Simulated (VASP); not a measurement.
# CaMg6Cr (Amm2) in VASP: notebook

Runs on CaMg6Cr. Level: PBE. Tasks: single point.

Everything below comes from runs of VASP 6.6.1. Logs are shortened: lines on timing, memory, paths and dates and some standing lists are left out, and cuts for length are marked.

### 1 The structure

Symmetry: Amm2, No. 38, orthorhombic system. Conventional cell: a = 5.172 Å, b = 6.526 Å, c = 11.288 Å, α = 90.00°, β = 90.00°, γ = 90.00°. Cr (site symmetry mm2) has 10 Mg at 3.16 to 3.34 Å and 2 Ca at 3.20 Å as nearest neighbours. Ca (site symmetry mm2) has 10 Mg at 3.20 to 3.32 Å and 2 Cr at 3.20 Å as nearest neighbours. Mg (site symmetry mm2) has 10 Mg at 3.22 to 3.27 Å and 2 Cr at 3.26 Å as nearest neighbours. Mg (site symmetry m) has 2 Cr at 3.18 to 3.34 Å and 8 Mg at 3.18 to 3.34 Å and 2 Ca at 3.24 Å as nearest neighbours. Mg (site symmetry mm2) has 10 Mg at 3.18 to 3.31 Å and 2 Ca at 3.26 Å as nearest neighbours. Around Mg (site symmetry m) lie 8 Mg at 3.16 to 3.37 Å and 2 Cr at 3.16 Å and 2 Ca at 3.20 to 3.32 Å.

The cell comes from a database or a generator and needn't be the stable form of this composition.

### 2 Single point, PBE, collinear spin, ferromagnetic start

INCAR reads:

```
PREC     = Accurate       # precision mode
ENCUT    = 520            # plane-wave cutoff, eV
EDIFF    = 1E-7           # SCF threshold, eV
ISMEAR   = 0              # smearing method
SIGMA    = 0.1            # smearing width, eV
LREAL    = False          # projectors in reciprocal space
LASPH    = True           # aspherical terms in the spheres
NELM     = 120            # most SCF steps
ALGO     = Normal         # electronic algorithm
ISIF     = 2              # what is computed and relaxed
LWAVE    = False          # write WAVECAR
LCHARG   = True           # write CHGCAR
ISPIN    = 2              # spin polarisation
MAGMOM   = 3 0 0 0 0 0 0 0 # initial moments
LORBIT   = 11             # projections on sites
LMAXMIX  = 4              # l up to which the mixer works
GGA      = PE             # functional
LELF     = True           # ELF
LVHAR    = True         
NBANDS   = 31             # bands
```

KPOINTS reads:

```
Automatic mesh
0
Gamma
  5 5 5
```

POSCAR reads:

```
CaMg6Cr
1.0
    5.1723670000      0.0000000000      0.0000000000
    0.0000000000      3.2632100000      5.6438340000
    0.0000000000     -3.2632100000      5.6438340000
Cr Ca Mg
1 1 6
Direct
    0.5000000000      0.6629090000      0.6629090000
    0.0000000000      0.8296510000      0.8296510000
    0.5000000000      0.1663380000      0.1663380000
    0.5000000000      0.6634670000      0.1752350000
    0.5000000000      0.1752350000      0.6634670000
    0.0000000000      0.3355940000      0.3355940000
    0.0000000000      0.8253860000      0.3414200000
    0.0000000000      0.3414200000      0.8253860000
```

Potentials or basis: VASP PAW PBE potentials, release 54 (Cr_pv, Ca_sv, Mg).

Command:

```sh
$ cat potpaw_PBE.54/Cr_pv/POTCAR potpaw_PBE.54/Ca_sv/POTCAR potpaw_PBE.54/Mg/POTCAR > POTCAR
$ mpirun -np 1 vasp_std > vasp.out
```

OUTCAR:

```text
PREC = Accurate
   ENCUT = 520
   EDIFF = 1E-7
   ISMEAR = 0
   LREAL = False
   LASPH = True
   NELM = 120
   ISIF = 2
   ISPIN = 2
   LORBIT = 11
   GGA = PE

 ion  position               nearest neighbor table
   1  0.500  0.663  0.663-   7 3.16   8 3.16   7 3.16   8 3.16   4 3.18   5 3.18   3 3.26   3 3.26
                             5 3.34   4 3.34
   2  0.000  0.830  0.830-   7 3.20   8 3.20   4 3.24   5 3.24   4 3.24   5 3.24   6 3.26   6 3.26
                             8 3.32   7 3.32
   3  0.500  0.166  0.166-   6 3.22   6 3.22   8 3.22   7 3.22   7 3.22   8 3.22   4 3.25   5 3.25
                             1 3.26   1 3.26   4 3.27   5 3.27
   4  0.500  0.663  0.175-   1 3.18   7 3.18   7 3.18   6 3.18   6 3.18   5 3.19   2 3.24   2 3.24
                             3 3.25   3 3.27   5 3.34   1 3.34
   5  0.500  0.175  0.663-   1 3.18   8 3.18   8 3.18   6 3.18   6 3.18   4 3.19   2 3.24   2 3.24
                             3 3.25   3 3.27   4 3.34   1 3.34
   6  0.000  0.336  0.336-   4 3.18   5 3.18   4 3.18   5 3.18   7 3.21   8 3.21   3 3.22   3 3.22
                             2 3.26   2 3.26   7 3.31   8 3.31
   7  0.000  0.825  0.341-   8 3.16   1 3.16   1 3.16   4 3.18   4 3.18   2 3.20   6 3.21   3 3.22
                             3 3.22   6 3.31   2 3.32   8 3.37
   8  0.000  0.341  0.825-   7 3.16   1 3.16   1 3.16   5 3.18   5 3.18   2 3.20   6 3.21   3 3.22
                             3 3.22   6 3.31   2 3.32   7 3.37

  LATTYP: Found a base centered orthorhombic cell.
 ALAT       =     6.5264200000
 B/A-ratio  =     1.7295344155
 C/A-ratio  =     0.7925274500

  Lattice vectors:

 A1 = (   0.0000000000,   3.2632100000,  -5.6438340000)
 A2 = (   0.0000000000,   3.2632100000,   5.6438340000)
 A3 = (   5.1723670000,   0.0000000000,   0.0000000000)

Analysis of symmetry for initial positions (statically):
=====================================================================
 Subroutine PRICEL returns:
 Original cell was already a primitive cell.

 Routine SETGRP: Setting up the symmetry group for a
 base centered orthorhombic supercell.

 Subroutine GETGRP returns: Found  4 space group operations
 (whereof  4 operations were pure point group operations)
 out of a pool of  8 trial point group operations.

The static configuration has the point symmetry C_2v.

Analysis of symmetry for dynamics (positions and initial velocities):
=====================================================================
 Subroutine PRICEL returns:
 Original cell was already a primitive cell.

 Routine SETGRP: Setting up the symmetry group for a
 base centered orthorhombic supercell.

 Subroutine GETGRP returns: Found  4 space group operations
 (whereof  4 operations were pure point group operations)
 out of a pool of  8 trial point group operations.

The dynamic configuration has the point symmetry C_2v.

Analysis of structural, dynamic, and magnetic symmetry:
[... 177 lines left out ...]
 fundamental gap:      0.0298798790
 Fermi energy:         2.8648936453

 spin component 1

 k-point     1 :       0.0000    0.0000    0.0000
  band No.  band energies     occupation
      1     -41.1721      1.00000
      2     -41.1666      1.00000
      3     -41.1638      1.00000
      4     -38.1360      1.00000
      5     -19.2092      1.00000
      6     -19.1959      1.00000
[... 757 lines left out ...]
     28       6.5316      0.00000
     29       6.8152      0.00000

 [... further k-points ...]

 spin component 2

 k-point     1 :       0.0000    0.0000    0.0000
  band No.  band energies     occupation
      1     -38.1180      1.00000
      2     -37.4161      1.00000
      3     -37.3885      1.00000
      4     -37.3757      1.00000
      5     -19.1951      1.00000
      6     -19.1779      1.00000
[... 757 lines left out ...]
     28       6.8530      0.00000
     29       7.1810      0.00000

 [... further k-points ...]

 [bands above 29 left out]

------------------------ aborting loop because EDIFF is reached ----------------------------------------

  FORCE on cell =-STRESS in cart. coord.  units (eV):
  Direction    XX          YY          ZZ          XY          YZ          ZX
  --------------------------------------------------------------------------------------
  -------------------------------------------------------------------------------------
  Total        0.2439778     -0.1187869      0.1067527      0.0000000      0.0000000      0.0000000
  in kB        2.0517398     -0.9989430      0.8977409      0.0000000      0.0000000      0.0000000
  external PRESSURE =       0.6501793 kB  Pullay stress =       0.0000000 kB

 VOLUME and BASIS-vectors are now :
 -----------------------------------------------------------------------------
  energy-cutoff  :      520.00
  volume of cell :      190.52
      direct lattice vectors                 reciprocal lattice vectors
     5.172367000  0.000000000  0.000000000     0.193335082  0.000000000  0.000000000
     0.000000000  3.263210000  5.643834000     0.000000000  0.153223360  0.088592258
     0.000000000 -3.263210000  5.643834000     0.000000000 -0.153223360  0.088592258

 POSITION                                       TOTAL-FORCE (eV/Angst)
 -----------------------------------------------------------------------------------
      2.58618      0.00000      7.48270         0.000000      0.000000     -0.135756
      0.00000      0.00000      9.36483         0.000000      0.000000     -0.013136
      2.58618      0.00000      1.87757         0.000000      0.000000     -0.000768
      2.58618      1.59320      4.73349         0.000000     -0.088314      0.079208
      2.58618     -1.59320      4.73349         0.000000      0.088314      0.079208
      0.00000      0.00000      3.78807         0.000000      0.000000      0.013814
      0.00000      1.57928      6.58526         0.000000     -0.044065     -0.011285
      0.00000     -1.57928      6.58526         0.000000      0.044065     -0.011285
 -----------------------------------------------------------------------------------
    total drift:                               -0.000000      0.000000     -0.000310

  FREE ENERGIE OF THE ION-ELECTRON SYSTEM (eV)
  ---------------------------------------------------
  free  energy   TOTEN  =       -19.1840566094 eV

  energy  without entropy=      -19.1648653455  energy(sigma->0) =      -19.17446098

 total charge

# of ion       s       p       d       tot
------------------------------------------
    1        0.279   6.120   4.062  10.461
    2        2.072   5.853   0.266   8.191
    3        0.197   0.116   0.011   0.323
    4        0.217   0.123   0.010   0.350
    5        0.217   0.123   0.010   0.350
    6        0.223   0.124   0.010   0.357
    7        0.218   0.125   0.010   0.353
    8        0.218   0.125   0.010   0.353
--------------------------------------------------
tot          3.641  12.708   4.391  20.740

 magnetization (x)

# of ion       s       p       d       tot
------------------------------------------
    1        0.069   0.047   3.729   3.844
    2        0.000   0.007   0.014   0.021
    3       -0.011  -0.000   0.001  -0.010
    4       -0.011   0.001   0.001  -0.008
    5       -0.011   0.001   0.001  -0.008
    6        0.007   0.002  -0.000   0.009
    7       -0.009   0.002   0.001  -0.005
    8       -0.009   0.002   0.001  -0.005
--------------------------------------------------
tot          0.026   0.062   3.748   3.837
```

OSZICAR:

```text
N       E                     dE             d eps       ncg     rms          rms(c)
DAV:   1     0.179827940007E+03    0.17983E+03   -0.14942E+04  3780   0.902E+02
DAV:   2    -0.970032267293E+01   -0.18953E+03   -0.18062E+03  3663   0.229E+02
DAV:   3    -0.199032834056E+02   -0.10203E+02   -0.98556E+01  5354   0.456E+01
[... 12 lines left out ...]
DAV:  16    -0.191840545965E+02   -0.82816E-05   -0.65507E-05  4561   0.330E-02    0.164E-02
DAV:  17    -0.191840561953E+02   -0.15988E-05   -0.12829E-05  4149   0.152E-02    0.522E-03
DAV:  18    -0.191840564629E+02   -0.26752E-06   -0.15317E-06  4818   0.528E-03    0.425E-03
DAV:  19    -0.191840566087E+02   -0.14584E-06   -0.24455E-07  3642   0.277E-03    0.159E-03
DAV:  20    -0.191840566094E+02   -0.74078E-09   -0.55217E-08  2304   0.118E-03
   1 F= -.19184057E+02 E0= -.19174461E+02  d E =-.191913E-01  mag=     4.5065
```

stdout:

```text
POSCAR found type information on POSCAR CrCaMg
 POSCAR found :  3 types and       8 ions
 scaLAPACK will be used
 LDA part: xc-table for (Slater+PW92), standard interpolation
 POSCAR, INCAR and KPOINTS ok, starting setup
 FFT: planning ... GRIDC
 FFT: planning ... GRID_SOFT
 FFT: planning ... GRID
 WAVECAR not read
 entering main loop
```

Wall time 8 min (1 thread of Intel Xeon Platinum 8259CL at 2.50GHz (Skylake/Cascade Lake), shared host); peak memory 0.53 GiB.

What came out:

| Item | Value |
| --- | --- |
| Free energy | -19.1841 eV |
| Pressure | 0.1 GPa |
| Largest force | 0.136 eV/Å |
| Band gap on the k mesh | none (metal or under the smearing width) |
| Net moment | 4.51 μB per cell |
| Site moments | Cr +3.84; Ca +0.02; Mg -0.01, +0.01 μB |
| Valence electrons inside the program's atomic spheres | Cr 10.46; Ca 8.19; Mg 0.32, 0.35, 0.36 |

Forces in eV/Å, atoms in the order of the input:
```
Cr   0.000  0.000 -0.136
Ca   0.000  0.000 -0.013
Mg   0.000  0.000 -0.001
Mg   0.000 -0.088  0.079
Mg   0.000  0.088  0.079
Mg   0.000  0.000  0.014
Mg   0.000 -0.044 -0.011
Mg   0.000  0.044 -0.011
```

Stress tensor (GPa, compression positive):
```
 0.21  0.00  0.00
 0.00 -0.10  0.00
 0.00  0.00  0.09
```

### 3 Single point, PBE, collinear spin, ferromagnetic start

run.py reads:

```python
from ase.calculators.vasp import Vasp
from ase.dft.bandgap import bandgap
from ase.io import read

atoms = read('POSCAR')
atoms.set_initial_magnetic_moments([3.0, 0.0, 0.0, 0.0, 0.0, 0.0, 0.0, 0.0])
calc = Vasp(
    directory='calc',
    xc='pbe',
    pp='PBE',
    setups='recommended',
    pp_version='54',
    prec='Accurate',
    encut=520,
    ediff=1e-06,
    ismear=0,
    sigma=0.1,
    lreal=False,
    lasph=True,
    nelm=150,
    algo='Fast',
    isif=2,
    lwave=False,
    lcharg=False,
    ispin=2,
    lorbit=11,
    lmaxmix=4,
    kpts=[5, 5, 5],
    gamma=True,
)
atoms.calc = calc

print('energy (eV):', atoms.get_potential_energy())
print('free energy (eV):', atoms.get_potential_energy(force_consistent=True))
print('forces (eV/A):')
print(atoms.get_forces())
print('stress (eV/A^3, Voigt):', atoms.get_stress())
print('Fermi level (eV):', calc.get_fermi_level())
print('moment (muB):', atoms.get_magnetic_moment())
print('site moments (muB):', atoms.get_magnetic_moments())
gap, top, bottom = bandgap(calc)
print('band gap (eV):', gap, 'from (spin, k, band)', top, 'to', bottom)
```

POSCAR is that of step 2.

Potentials or basis: VASP PAW PBE potentials, release 54 (Cr_pv, Ca_sv, Mg).

Command:

```sh
$ python run.py
```

The log of the run:

```text
energy (eV): -19.17445592
free energy (eV): -19.18405135
forces (eV/A):
[[ 0.         -0.         -0.13560545]
 [ 0.         -0.         -0.01341333]
 [ 0.         -0.         -0.00068354]
 [ 0.         -0.08828947  0.07922318]
 [ 0.          0.08828947  0.07922318]
 [ 0.         -0.          0.0137944 ]
 [ 0.         -0.04404821 -0.01126922]
 [ 0.          0.04404821 -0.01126922]]
stress (eV/A^3, Voigt): [-0.00128791  0.00061237 -0.00056865 -0.         -0.         -0.        ]
Fermi level (eV): 2.86489332
moment (muB): 4.5065142
site moments (muB): [ 3.844  0.021 -0.01  -0.008 -0.008  0.009 -0.005 -0.005]
band gap (eV): 0.0 from (spin, k, band) (None, None, None) to (None, None, None)
```

OUTCAR:

```text
ENCUT = 520.000000
   EDIFF = 1.00e-06
   GGA = PE
   PREC = Accurate
   ISIF = 2
   ISMEAR = 0
   ISPIN = 2
   LORBIT = 11
[... 1596 lines left out ...]
    8        0.218   0.125   0.010   0.353
--------------------------------------------------
tot          3.641  12.708   4.391  20.740

 magnetization (x)

# of ion       s       p       d       tot
------------------------------------------
    1        0.069   0.047   3.729   3.844
    2        0.000   0.007   0.014   0.021
    3       -0.011  -0.000   0.001  -0.010
    4       -0.011   0.001   0.001  -0.008
    5       -0.011   0.001   0.001  -0.008
    6        0.007   0.002  -0.000   0.009
    7       -0.009   0.002   0.001  -0.005
    8       -0.009   0.002   0.001  -0.005
--------------------------------------------------
tot          0.026   0.062   3.748   3.837
```

INCAR:

```text
ENCUT = 520.000000
SIGMA = 0.100000
EDIFF = 1.00e-06
ALGO = Fast
GGA = PE
PREC = Accurate
ISIF = 2
ISMEAR = 0
ISPIN = 2
LMAXMIX = 4
LORBIT = 11
NELM = 150
LASPH = .TRUE.
LCHARG = .FALSE.
LWAVE = .FALSE.
LREAL = .FALSE.
MAGMOM = 1*3.0000 7*0.0000
```

Run time: 12 min. Hardware: 1 thread of Intel Xeon Platinum 8259CL at 2.50GHz (Skylake/Cascade Lake), shared host; peak memory 0.5 GiB.

What came out:

```yaml
Free_energy: -19.1841 eV
Pressure: 0.1 GPa
Largest_force: 0.136 eV/Å
Band_gap_on_the_k_mesh: none (metal or under the smearing width)
Net_moment: 4.51 μB per cell
Site_moments: Cr +3.84; Ca +0.02; Mg -0.01, +0.01 μB
Valence_electrons_inside_the_program's_atomic_spheres: Cr 10.46; Ca 8.19; Mg 0.32, 0.35, 0.36
```

Forces on the atoms (eV/Å):
```
Cr   0.000  0.000 -0.136
Ca   0.000  0.000 -0.013
Mg   0.000  0.000 -0.001
Mg   0.000 -0.088  0.079
Mg   0.000  0.088  0.079
Mg   0.000  0.000  0.014
Mg   0.000 -0.044 -0.011
Mg   0.000  0.044 -0.011
```

Stress tensor (GPa, compression positive):
```
 0.21  0.00  0.00
 0.00 -0.10  0.00
 0.00  0.00  0.09
```

### 4 The reference run

An earlier run on the cell as given: functional PBE; potentials or basis VASP PAW PBE potentials, release 64 (Cr_pv, Ca_sv, Mg); cutoff 520 eV; k mesh 5 × 5 × 5; occupations fermi-dirac, width 0.05 eV; collinear spin, ferromagnetic start; starting moments [3.0, 0.0, 0.0, 0.0, 0.0, 0.0, 0.0, 0.0] μB.

* Pressure: 0.1 GPa
* Largest force: 0.136 eV/Å
* Band gap on the k mesh: none (metal or under the smearing width)
* Net moment: 4.49 μB per cell
* Site moments: Cr +3.84; Ca +0.02; Mg -0.01, +0.01 μB
* Valence electrons inside the program's atomic spheres: Cr 10.46; Ca 8.19; Mg 0.32, 0.35, 0.36
